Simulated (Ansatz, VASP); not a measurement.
# AlRu: VASP beside Ansatz, part 2 of 2

Wanted: the spread between two codes on one cell, functional and k mesh. The cell is taken from a series of runs on this material, whose earlier steps may have relaxed, scaled, displaced or heated it; both programs get it as it stands.

VASP 6.6.1 and Ansatz 0.2.0.

So far: Set-up; Ansatz: zone-centre phonons, PBEsol, pair 1; VASP: zone-centre phonons, PBEsol, pair 1; Side by side.

## 5. VASP: zone-centre phonons, PBEsol, pair 2

Level of this step: PBEsol; plane waves and PAW (Al, Ru_pv) (VASP).

Second derivatives magnify differences that forces hide, and they need a tight electronic threshold. The cell compared in this pair holds 25.30 Å³, against 24.78 Å³ for the pair before.

The input, INCAR:

```
SYSTEM = AlRu
PREC = Accurate
ENCUT = 500
EDIFF = 1E-08
NELM = 120
ISMEAR = 1
SIGMA = 0.2
LREAL = .FALSE.
ALGO = Normal
GGA = PS
NBANDS = 14
LASPH = .TRUE.
LORBIT = 11
LWAVE = .FALSE.
LCHARG = .FALSE.
ISIF = 2
IBRION = 8
GGA_COMPAT = .FALSE.
KPAR = 2
```

The input, POSCAR:

```
AlRu
1.0
    2.9357852175      0.0000000000      0.0000000000
    0.0000000000      2.9357852175      0.0000000000
    0.0000000000      0.0000000000      2.9357852175
Al Ru
1 1
Direct
    0.0000000000      0.0000000000      0.0000000000
    0.5000000000      0.5000000000      0.5000000000
```

The input, KPOINTS:

```
Automatic mesh
0
Gamma
16 16 16
0 0 0
```

Potentials, in the order of the species: Al and Ru_pv (PBE family, release 64).

Command:

```console
mpirun -np 2 vasp_std
```

Numbers of over 12 decimals in the logs are rounded to 6 here.

The log of the run:

```text
[banner, memory and clock lines left out]
running    2 mpi-ranks, on    1 nodes
[...]
[... a notice as in an earlier step ...]

 LDA part: xc-table for (Slater+PW92), standard interpolation
 POSCAR, INCAR and KPOINTS ok, starting setup
[...]
entering main loop
       N       E                     dE             d eps       ncg     rms          rms(c)
DAV:   1     0.114601400082E+03    0.11460E+03   -0.92311E+03  4732   0.111E+03
DAV:   2    -0.143628467429E+02   -0.12896E+03   -0.12306E+03  5124   0.320E+02
DAV:   3    -0.162754656482E+02   -0.19126E+01   -0.19017E+01  5610   0.413E+01
DAV:   4    -0.162913279504E+02   -0.15862E-01   -0.15859E-01  5730   0.380E+00
[...]
DAV:  12    -0.154852944136E+02    0.40635E-06   -0.83315E-08  5946   0.305E-03    0.360E-04
DAV:  13    -0.154852944253E+02   -0.11629E-07   -0.17460E-09  4380   0.364E-04    0.973E-05
DAV:  14    -0.154852944319E+02   -0.66022E-08   -0.30198E-10  4278   0.164E-04
   1 F= -.15485294E+02 E0= -.15484890E+02  d E =-.121212E-02
[...]
RMM:   8    -0.629067483517E-02   -0.26909E-06   -0.25075E-09 19044   0.304E-04    0.743E-05
RMM:   9    -0.629076173750E-02   -0.86902E-07   -0.11698E-10 20263   0.890E-05    0.282E-05
RMM:  10    -0.629076282219E-02   -0.10847E-08    0.39338E-10 20318   0.229E-05    0.268E-06
 first order change of Fermi-energy  -0.20110E-03
 force on displaced ion       1 direction 1 :  -9.545   0.000  -0.000
 Linear response progress:
  Degree of freedom:   2/  2
       N       E                     dE             d eps       ncg     rms          rms(c)
RMM:   1    -0.540705103512E+00   -0.54071E+00    0.37003E+00 11973   0.642E+01
RMM:   2    -0.649273305721E+00   -0.10857E+00   -0.11537E-01 16857   0.303E+00    0.164E-01
RMM:   3    -0.649243444353E+00    0.29861E-04   -0.20599E-03 19610   0.362E-01    0.924E-02
RMM:   4    -0.648606492327E+00    0.63695E-03   -0.22749E-04 19618   0.145E-01    0.229E-02
[...]
RMM:  13    -0.648457119021E+00    0.31658E-07   -0.93462E-09 24285   0.583E-05    0.628E-07
RMM:  14    -0.648457129229E+00   -0.10209E-07   -0.45885E-09 21247   0.454E-05    0.510E-07
RMM:  15    -0.648457136216E+00   -0.69866E-08   -0.26255E-09 21788   0.391E-05    0.245E-07
 first order change of Fermi-energy   0.21457E-02
 force on displaced ion       2 direction 1 :  -9.556   0.000  -0.000
 Linear response finished
```

Parts of OUTCAR (step 5):

```text
  Total        1.5733241      1.5733241      1.5733241      0.0000000     -0.0000000      0.0000000
  in kB       99.6221536     99.6221536     99.6221536      0.0000000     -0.0000000      0.0000000
  external PRESSURE =      99.6221536 kB  Pullay stress =       0.0000000 kB

 POSITION                                       TOTAL-FORCE (eV/Angst)
 -----------------------------------------------------------------------------------
      0.00000      0.00000      0.00000         0.000000      0.000000      0.000000
      1.46789      1.46789      1.46789         0.000000      0.000000      0.000000
 -----------------------------------------------------------------------------------
    total drift:                                0.000000     -0.000000     -0.000000

[... 1 part as in an earlier step ...]

[... 1 further part left out ...]
```

## 6. Ansatz: zone-centre phonons, PBEsol, pair 2

The same cell, functional, mesh and smearing now go to Ansatz, which takes its cutoff from its data sets.

The cell is taken from a series of runs on this material, whose earlier steps may have relaxed, scaled, displaced or heated it; both programs get it as it stands.

The input, input.yaml:

```yaml
crystal:
  lattice:
    - [2.9357852175, 0.0, 0.0]
    - [0.0, 2.9357852175, 0.0]
    - [0.0, 0.0, 2.9357852175]
  atoms:
    - { symbol: Al, position: [0.0, 0.0, 0.0] }
    - { symbol: Ru, position: [0.5, 0.5, 0.5] }
kpoints:
  mp_grid: { grid: [16, 16, 16] }
hamiltonian:
  xc: pbesol
  pseudopotentials: { kind: paw, azcp: { folder: soft_1 }, xc_functional: pbe }
scf:
  occupations: { method: methfessel_paxton, width: 0.2 }
output:
  eigenvalues: true
phonons:
  method: dfpt
```

Command:

```console
ansatz run input.yaml --threads 4 --pin off --max-ram 10240MiB --backend cpu --events-out ev --progress --plain --runs-dir out
```

The log of the run:

```text
[...]
Crystal: 2 atoms, lattice volume = 25.303 Å³
Basis set: ecut = 420 eV, 485 PW (Γ), exchange–correlation on 40×40×40 points (8 copies of the dense FFT grid, shifted against one another)
Bands: 14, of which v1, the nominal top of the filled ones, is band 10 counted from 1 (9 counted from 0)
Symmetry: 48 space group operations
k-points: 405 of 4096 (irreducible under 8 space group operations, time reversal used)
[...]
k-point 2: bands = [... 6 lower, 13.2027, 16.8334, 16.8334, 17.2522, 22.1007, 23.9534, 23.9534, 27.5709]
  k-point 404: bands = [... 6 lower, 12.0477, 18.7801, 18.7801, 19.9566, 21.2406, 21.2406, 21.2406, 26.1172]
[...]
ASR residual: 4.099e-5 → 0.000e0 eV/Å²; symmetrization residual: 1.283e-6 eV/Å²
  ASR residual per site (eV/Å²): 6.25e-6 4.10e-5
  Γ frequencies (cm⁻¹): 0.00 0.00 0.00 347.30 347.30 347.30
[...]
[key lines of the parts left out:]
SCF converged after 8 iterations
Free energy (F): -6342.318461 eV
Fermi energy:    17.020003 eV
```

## 7. Comparison

What differs besides the data sets and the points named for the pairs above, as far as they apply: the data sets hold 19 valence electrons in Ansatz (on its PAW soft_1 files) and 17 in VASP. Total energies have different zeros and are not compared.

Both answers:

```csv
quantity,Ansatz,VASP,difference
optical mode 1 to 3 (cm⁻¹),347.3,349.2,-0.53 %
```

Modes are paired by rising frequency, not by their patterns, so a pair may set unlike modes beside each other; they are those without the splitting of longitudinal modes.

## 8. Outcome

```
r.m.s. difference of the optical zone-centre modes, each program's sorted by frequency (zone-centre phonons, PBEsol, pair 1) : 1.9 cm⁻¹
difference in optical mode 1 to 3 (zone-centre phonons, PBEsol, pair 1)                                                      : -0.5 %
r.m.s. difference of the optical zone-centre modes, each program's sorted by frequency (zone-centre phonons, PBEsol, pair 2) : 1.9 cm⁻¹
difference in optical mode 1 to 3 (zone-centre phonons, PBEsol, pair 2)                                                      : -0.5 %
```

**Reading.** The r.m.s. difference of the optical zone-centre modes, each program's sorted by frequency is 1.9 cm⁻¹ (zone-centre phonons, PBEsol, pair 1). The data sets hold unlike numbers of valence electrons (19 in Ansatz and 17 in VASP), so part of the differences comes from the potentials. Among the rows given in per cent, the largest difference of the zone-centre phonons, PBEsol, pair 1 pair is in optical mode 1 to 3, -0.5 %. Among the rows given in per cent, the largest difference of the zone-centre phonons, PBEsol, pair 2 pair is in optical mode 1 to 3, -0.5 %. Such differences can come from data sets, numerical settings and the points named under the comparisons, not from the functional's error against experiment.

[Lines on the potential files, build, host, timing and source positions are cut from VASP's logs without a mark.]

[Logs are printed without paths, hosts, clocks, repeated set-up lines and the standing remarks that a program may print on its own settings, such as how far it seeks lower states.]

[Hosts, paths, dates, database ids (printed as entryN), source tags and the programs' standing remarks are cut or masked in the printed files.]
